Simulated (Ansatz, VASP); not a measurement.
## Ge2As4W (WGe2As4 monolayer) in two plane-wave programs

Aim: how closely do two programs agree when they are given the same cell, functional and k mesh? The structure shown is the start of the Ansatz relaxation below; VASP solves that cell, so the two are compared at the walk's first step.

Main program and level: Ansatz 0.2.0; plane waves, with VASP 6.6.1 beside it; single point at PBE with D3(BJ).

## 1. The starting structure

The cell holds 7 atoms: 4 As, 2 Ge and 1 W. Its edges and angles: a = 3.730 Å, b = 3.730 Å, c = 49.778 Å, α = 90.0°, β = 90.0°, γ = 120.0°. Vacuum lies along c.

## 2. Ansatz: relaxation, PBE with D3(BJ)

Ansatz runs on its default PAW (the set named soft_2) files.

The two programs are compared at the cell with which this relaxation starts, whose forces are those of its first step.

File input.yaml:

```yaml
crystal:
  lattice:
    - [3.73, 0.0, 0.0]
    - [-1.865, 3.2302747561, 0.0]
    - [0.0, 0.0, 49.7784718071]
  atoms:
    - { symbol: As, position: [0.0, 0.0, 0.4057979136] }
    - { symbol: Ge, position: [0.3333333333, 0.6666666667, 0.4231346983] }
    - { symbol: As, position: [0.3333333333, 0.6666666667, 0.4697411913] }
    - { symbol: W, position: [0.0, 0.0, 0.5] }
    - { symbol: As, position: [0.3333333333, 0.6666666667, 0.5302588087] }
    - { symbol: Ge, position: [0.3333333333, 0.6666666667, 0.5768653017] }
    - { symbol: As, position: [0.0, 0.0, 0.5942020864] }
  periodic: [true, true, false]
kpoints:
  mp_grid: { grid: [12, 12, 1] }
hamiltonian:
  xc: pbe
  dispersion: d3bj
scf:
  occupations: { method: fermi_dirac, width: 0.05 }
  convergence: { dr2_threshold: 1.0e-09 }
relax:
  f_tol: 0.004
  max_steps: 90
  cell: {}
output:
  write_potential: true
  write_density: true
  volumetric_format: npy
```

Command:

```
> ansatz run input.yaml --threads 4 --pin off --max-ram 6144MiB --backend cpu --events-out ev --progress --plain --runs-dir out
```

Numbers of over 12 decimals in the logs are rounded to 6 here.

Log:

```text
Warning: relax.cell: scf.convergence.dr2_threshold = 1e-9 eV is looser than the 1.8640561457e-10 eV advised for a relaxation that steers and ends on the stress (1e-10 eV for each atom of the cell: 7, times the square of relax.cell.stress_2d_tol = 0.05 N/m over 19.4 Å (the atoms' height at the walk's start and 5 Å past either face), 2.580e-2 GPa, over a crystal's default 0.05). What an SCF threshold leaves in a stress goes as its square root, and in the free energy as the threshold itself, and one threshold admits the most on a small cell: [figures from the program's tests cut] Set scf.convergence.dr2_threshold to 1.8640561457e-10 eV or tighter. [rest of the remark cut]
Engine: ansatz 0.2.0, x86_64-unknown-linux-gnu
Pseudopotentials: kind: paw
Pseudopotential: As, paw, valence charge 15, recommended cutoff 420 eV (normal), As.paw.azcp
Pseudopotential: Ge, paw, valence charge 14, recommended cutoff 420 eV (normal), Ge.paw.azcp
Pseudopotential: W, paw, valence charge 14, recommended cutoff 420 eV (normal), W.paw.azcp
Functional definition: PBE
  parameter kappa = 0.804
  parameter beta = 0.066725
  exchange = pbe_x(kappa = kappa, mu = beta*pi^2/3)
  correlation = pbe_c(beta = beta)
Crystal: 7 atoms, lattice volume = 599.777 Å³
Basis set: ecut = 420 eV, 11771 PW (Γ), exchange–correlation on 50×50×720 points (8 copies of the dense FFT grid, shifted against one another)
Bands: 62, of which v1, the nominal top of the filled ones, is band 51 counted from 1 (50 counted from 0)
Symmetry: 12 space group operations
Space group: P-6m2 (ITA 187), of the structure as read, at distance tolerance 8.4e-5 Å
k-points: 19 of 144 (time reversal used)
Non-local potential: As, projectors of the file, l = 0: 2, l = 1: 2, l = 2: 3, l = 3: 1
Non-local potential: Ge, projectors of the file, l = 0: 2, l = 1: 2, l = 2: 3, l = 3: 1
Non-local potential: W, projectors of the file, l = 0: 3, l = 1: 2, l = 2: 2, l = 3: 1
PAW form: soft (Blöchl's): semilocal exchange-correlation on the pseudo side does not see the compensation charge
PAW one-centre angular grid: As, 590 points (default); XC on 64 Gauss nodes
PAW one-centre angular grid: Ge, 590 points (default); XC on 64 Gauss nodes
PAW one-centre angular grid: W, 590 points (default); XC on 64 Gauss nodes
Initial density: superposition of atomic densities (neutral atoms: chi_scale 0, normalization atom), corrected by the library's trained network
Initial wavefunctions: pseudopotential atomic-orbital guess
Functional: x = pbe(κ = 0.804, μ = 0.219515), c = pbe(β = 0.066725)
SCF iter   1: F=—  HF=-38400.533141 eV  |F-HF|=—  |Δ(HF+E_count)|=         —  Δρ=3.34e-3  dr2=7.58e-1  ethr=1.77e-3  ⟨swp⟩=11.4  Hψ=5955  notcnv=0  defer=18
preconditioner: auto → Resta (q_TF=auto, 2.031 Å⁻¹)  ε∞=2.0  [insulator: Δε(μ)=0.399 eV  Ē_g=8.817 eV  σ=0.050 eV  W_gap=0.96  n_scr=86 (ndim 8)  ℏωp=8.8 eV  f_vac=0.738  D(μ)=0.04/eV (n_scr^D=0)  ε∞_Penn≈2.0  vacuum switching on, ρ_ref=5.6e-3 e/Å³]
SCF iter   2: F=—  HF=-38400.724184 eV  |F-HF|=—  |Δ(HF+E_count)|=   1.91e-1  Δρ=8.49e-3  dr2=4.50e0  ethr=7.43e-4  ⟨swp⟩=4.7  Hψ=2192  notcnv=0  defer=61  recentre
preconditioner: auto → LDOS  [metal: Δε(μ)=0.024 eV  Ē_g=8.803 eV  σ=0.050 eV  W_gap=0.12  n_scr=86 (ndim 8)  ℏωp=8.8 eV  f_vac=0.738  D(μ)=2.42/eV (n_scr^D=12)  β→1.0]
SCF iter   3: F=—  HF=-38400.463510 eV  |F-HF|=—  |Δ(HF+E_count)|=   2.61e-1  Δρ=1.50e-3  dr2=1.35e-1  ethr=7.43e-4  ⟨swp⟩=4.4  Hψ=2001  notcnv=0  defer=69
SCF iter   4: F=—  HF=-38400.449264 eV  |F-HF|=—  |Δ(HF+E_count)|=   1.42e-2  Δρ=6.17e-4  dr2=1.44e-2  ethr=1.32e-4  ⟨swp⟩=3.7  Hψ=2122  notcnv=0  defer=66
SCF iter   5: F=—  HF=-38400.446342 eV  |F-HF|=—  |Δ(HF+E_count)|=   2.92e-3  Δρ=2.28e-4  dr2=2.77e-3  ethr=1.41e-5  ⟨swp⟩=2.9  Hψ=1764  notcnv=0  defer=69
SCF iter   6: F=—  HF=-38400.446039 eV  |F-HF|=—  |Δ(HF+E_count)|=   3.03e-4  Δρ=1.08e-4  dr2=1.04e-4  ethr=2.72e-6  ⟨swp⟩=2.9  Hψ=1484  notcnv=0  defer=69
SCF iter   7: F=—  HF=-38400.446062 eV  |F-HF|=—  |Δ(HF+E_count)|=   2.27e-5  Δρ=3.75e-5  dr2=7.95e-6  ethr=1.02e-7  ⟨swp⟩=3.1  Hψ=2120  notcnv=0  defer=69
SCF iter   8: F=—  HF=-38400.446106 eV  |F-HF|=—  |Δ(HF+E_count)|=   4.49e-5  Δρ=1.06e-5  dr2=7.20e-7  ethr=7.79e-9  ⟨swp⟩=3.1  Hψ=2203  notcnv=0  defer=69
SCF iter   9: F=—  HF=-38400.446107 eV  |F-HF|=—  |Δ(HF+E_count)|=   2.86e-8  Δρ=3.32e-6  dr2=4.81e-8  ethr=7.06e-10  ⟨swp⟩=2.9  Hψ=2086  notcnv=0  defer=69
[...]
SCF iter   5: F=—  HF=-38401.580302 eV  |F-HF|=—  |Δ(HF+E_count)|=   5.58e-8  Δρ=2.19e-6  dr2=1.24e-7  ethr=4.57e-10  ⟨swp⟩=2.1  Hψ=1406  notcnv=0
SCF iter   6: F=—  HF=-38401.580302 eV  |F-HF|=—  |Δ(HF+E_count)|=   1.31e-8  Δρ=6.55e-7  dr2=8.95e-9  ethr=1.22e-10  ⟨swp⟩=2.1  Hψ=1565  notcnv=0
SCF iter   7: F=-38401.580302 eV  HF=-38401.580302 eV  |F-HF|=4.07e-10  |Δ(HF+E_count)|=  4.66e-10  Δρ=1.67e-7  dr2=8.78e-11  ethr=1.00e-12  ⟨swp⟩=13.6  Hψ=10157  notcnv=0
SCF 6 converged in 7 iterations: F = -38401.580302 eV  dr2 = 8.78e-11
relax step   6: F+E_penalty+E_count = -38401.58030175 eV  Δ(F+E_penalty+E_count) = +1.314e-3 eV  max|allowed force component| = 1.656e-3 eV/Å  Δτ_max = 0.0000 Å  P = -0.023 N/m  Ω = 570.013 Å³  fix = [c, alpha, beta]  reactions: c -0.000 N/m  stress off target by 2.25e-2 N/m on what of the cell is left free  SCF on the basis re-selected at this cell (its energy is not comparable with the rows above)  (7 SCF iters)
basis re-selected at this cell: Δ(F+E_penalty+E_count) = +1.314e-3 eV, ΔP = -0.006 N/m vs the last step (what re-selecting the basis moved, of the pressure what is left beyond the Pulay correction that the steps carried, after the strain that the cell walked since its last selection, with what the two solves' SCF thresholds leave and, on support functions, any second-order correction that the steps lacked; it is no m [...]
WARN: The input density's exchange-correlation potential varies sharply where the density is thin. Do not read a vacuum level from v_tot or v_xc, or from such a field of the output density. On a cell that repeats whose density bears no net charge and no dipole along the vacuum's axis use v_es (v_loc + v_h of the components); under efield.dipole_correction with no amplitude use v_es + v_field, which holds any external [...]
SCF converged after 7 iterations
Free energy (F): -38401.580302 eV
Harris-Foulkes:  -38401.580302 eV  (|F-HF|=4.07e-10)
Internal energy: -38401.580161 eV  (E = F + TS)
E sigma→0 (E₀):  -38401.580231 eV
Entropy (-TS):   -0.000141 eV (-0.020 meV/atom)
Fermi energy:    -4.581620 eV
--- Per-component energies (eV) ---
  E_band       = -2950.219785
  E_kinetic    = 1086.187616
  E_local      = -699393.231442  (includes V_loc(G=0)·N_el)
  E_nonlocal   = -1841.909918
  E_hartree    = 348854.222379
  E_xc         = -734.753764
  E_vxc        = -684.817043  (∫ρ·V_xc dr)
  E_paw        = -19944.486341  (= ΣΔE_a)
  E_vpaw       = 175.108146  (= ΣTr[D̂ρ^β])
  E_aug_tail   = 0.000586  (compensation charges beyond the density's cutoff)
  E_ewald      = 333574.819963
  E_disp       = -2.429240  (pairwise vdW)
  E_smearing   = -0.000141  (= −TS)
  E_closure    = 0.000000  (closes the sum)
  Σ components = -38401.580302   (vs F -38401.580302, Δ=0.00e0)
--- Forces (eV/Å), atoms counted from 1 ---
  atom   1  As     0.00000000    -0.00000000     0.00040897
  atom   2  Ge    -0.00000000    -0.00000000    -0.00165608
  atom   3  As     0.00000000    -0.00000000     0.00138158
  atom   4  W      0.00000000    -0.00000000     0.00000000
  atom   5  As     0.00000000    -0.00000000    -0.00138158
  atom   6  Ge    -0.00000000    -0.00000000     0.00165608
  atom   7  As     0.00000000    -0.00000000    -0.00040897
  max |Σ_I F_I| component: 1.49e-16 eV/Å
--- 2D stress c σ (N/m, compression-positive) ---
       -0.022525      -0.000000       0.000000
       -0.000000      -0.022525       0.000000
        0.000000       0.000000      -0.000000
  P = ½ c Tr σ = -0.0225 N/m
--- Band table (eV; the first three rows and the last of 19) ---
  k-point 0: bands = [... 47 lower, -5.0285, -4.9897, -4.9897, -4.9586, -2.6550, -2.6496, -1.8994, -1.8994, ... 7 higher]
  k-point 1: bands = [... 47 lower, -5.6259, -5.2333, -5.1872, -4.9425, -2.4411, -2.3464, -1.8598, -1.7612, ... 7 higher]
  k-point 2: bands = [... 47 lower, -5.7867, -5.6842, -5.6270, -5.1138, -2.8666, -2.7498, -2.0500, -1.8344, ... 7 higher]
  k-point 18: bands = [... 47 lower, -7.4522, -6.6184, -5.9189, -4.8758, -4.2599, -4.0478, -2.9644, -2.9232, ... 7 higher]
  the weakly bound empty levels are not read free of the cell's end (no_gap_told)
--- Relaxed structure (5 steps of the walk, 5 accepted, 1 SCFs on fresh bases) ---
  F+E_penalty+E_count = -38401.58030175 eV   max|allowed force component| = 1.656e-3 eV/Å   (the final SCF, on the basis selected at the relaxed cell)
  cell:  # Å, volume = 570.0132 Å³
    - [3.636272, -5.202958381998741e-18, 0]
    - [-1.818136, 3.149104, 0]
    - [0, 0, 49.7784718071]
  atoms:
    - { symbol: As, position: [1.253935156479796e-17, -5.1357255561990634e-17, 0.397837] }
    - { symbol: Ge, position: [0.333333, 0.666667, 0.421727] }
    - { symbol: As, position: [0.333333, 0.666667, 0.470506] }
    - { symbol: W, position: [1.0573552618555002e-17, -5.1357255561990634e-17, 0.500000] }
    - { symbol: As, position: [0.333333, 0.666667, 0.529494] }
    - { symbol: Ge, position: [0.333333, 0.666667, 0.578273] }
    - { symbol: As, position: [8.607753672312032e-18, -5.1357255561990634e-17, 0.602163] }
```

## 3. VASP: single point, PBE with D3(BJ), start cell

The same cell, functional, mesh and smearing now go to VASP, with its own data sets.

Lines of VASP's logs that name or quote its potential files are left out, and so is its time.

File INCAR:

```
SYSTEM = Ge2As4W
PREC = Accurate
ENCUT = 520
EDIFF = 1E-06
NELM = 120
ISMEAR = -1
SIGMA = 0.05
LREAL = .FALSE.
ALGO = Normal
GGA = PE
IVDW = 12
NBANDS = 34
LASPH = .TRUE.
LORBIT = 11
LWAVE = .FALSE.
LCHARG = .FALSE.
ISIF = 2
LDIPOL = .TRUE.
IDIPOL = 3
DIPOL = 0.5 0.5 0.5
LVHAR = .TRUE.
GGA_COMPAT = .FALSE.
EFERMI = MIDGAP
NELMDL = -8
KPAR = 2
```

File POSCAR:

```
Ge2As4W
1.0
    3.7300000000      0.0000000000      0.0000000000
   -1.8650000000      3.2302750000      0.0000000000
    0.0000000000      0.0000000000     49.7784720000
As Ge W
4 2 1
Direct
    0.0000000000      0.0000000000      0.4057979120
    0.3333333849      0.6666667699      0.4697411966
    0.3333333849      0.6666667699      0.5302588034
    0.0000000000      0.0000000000      0.5942020880
    0.3333333849      0.6666667699      0.4231347037
    0.3333333849      0.6666667699      0.5768652963
    0.0000000000      0.0000000000      0.5000000000
```

File KPOINTS:

```
Automatic mesh
0
Gamma
12 12 1
0 0 0
```

Potentials, in the order of the species: As, Ge_d and W (PBE family, release 64).

Command:

```
> mpirun -np 2 vasp_std
```

Log:

```text
[banner, memory and clock lines left out]
running    2 mpi-ranks, on    1 nodes
 distrk:  each k-point on    1 cores,    2 groups
 distr:  one band on    1 cores,    1 groups

 POSCAR found type information on POSCAR AsGeW
 POSCAR found :  3 types and       7 ions
 LDA part: xc-table for (Slater+PW92), standard interpolation
 POSCAR, INCAR and KPOINTS ok, starting setup
 FFT: planning ... GRIDC
 FFT: planning ... GRID_SOFT
 FFT: planning ... GRID
 WAVECAR not read
 entering main loop
       N       E                     dE             d eps       ncg     rms          rms(c)
DAV:   1     0.413558097810E+03    0.41356E+03   -0.22494E+04  1468   0.149E+03
DAV:   2     0.174361858226E+02   -0.39612E+03   -0.38782E+03  1802   0.293E+02
DAV:   3    -0.386720164472E+02   -0.56108E+02   -0.55666E+02  1878   0.135E+02
DAV:   4    -0.408512122655E+02   -0.21792E+01   -0.21631E+01  1678   0.337E+01
DAV:   5    -0.409318707759E+02   -0.80659E-01   -0.80532E-01  2008   0.553E+00
DAV:   6    -0.409329075538E+02   -0.10368E-02   -0.10364E-02  1984   0.587E-01
DAV:   7    -0.409329390070E+02   -0.31453E-04   -0.31451E-04  2032   0.940E-02
DAV:   8    -0.409329398844E+02   -0.87735E-06   -0.87721E-06  1912   0.150E-02    0.172E+01
DAV:   9    -0.397544990274E+02    0.11784E+01   -0.73477E+00  1658   0.878E+00    0.587E+00
DAV:  10    -0.395736092198E+02    0.18089E+00   -0.39418E+00  1868   0.804E+00    0.509E+00
DAV:  11    -0.393583199136E+02    0.21529E+00   -0.12512E+00  1674   0.429E+00    0.555E-01
DAV:  12    -0.393593811467E+02   -0.10612E-02   -0.99521E-02  1590   0.150E+00    0.260E-01
DAV:  13    -0.393599091536E+02   -0.52801E-03   -0.10207E-02  1952   0.423E-01    0.157E-01
DAV:  14    -0.393604860073E+02   -0.57685E-03   -0.26913E-03  1654   0.216E-01    0.596E-02
[...]
DAV:  19    -0.393606718776E+02   -0.32470E-04   -0.30406E-06  1222   0.650E-03    0.281E-03
DAV:  20    -0.393606963277E+02   -0.24450E-04   -0.16200E-06  1058   0.392E-03    0.184E-03
DAV:  21    -0.393607114433E+02   -0.15116E-04   -0.10373E-06  1056   0.243E-03    0.705E-04
DAV:  22    -0.393607205370E+02   -0.90937E-05   -0.44025E-07   968   0.184E-03    0.368E-04
DAV:  23    -0.393607259255E+02   -0.53885E-05   -0.11618E-07   878   0.123E-03    0.370E-04
DAV:  24    -0.393607284035E+02   -0.24779E-05   -0.44542E-08   826   0.900E-04    0.133E-04
DAV:  25    -0.393607297370E+02   -0.13336E-05   -0.24434E-08   812   0.555E-04    0.101E-04
DAV:  26    -0.393607302282E+02   -0.49118E-06   -0.86725E-09   758   0.428E-04
   1 F= -.41772018E+02 E0= -.41771792E+02  d E =-.453485E-03
```

(Continued in part 2 of 2.)

[Lines on the potential files, build, host, timing and source positions are cut from VASP's logs without a mark.]

[Logs are printed without paths, hosts, clocks, repeated set-up lines and the standing remarks that a program may print on its own settings, such as how far it seeks lower states.]

[Hosts, paths, dates, database ids (printed as entryN), source tags and the programs' standing remarks are cut or masked in the printed files.]
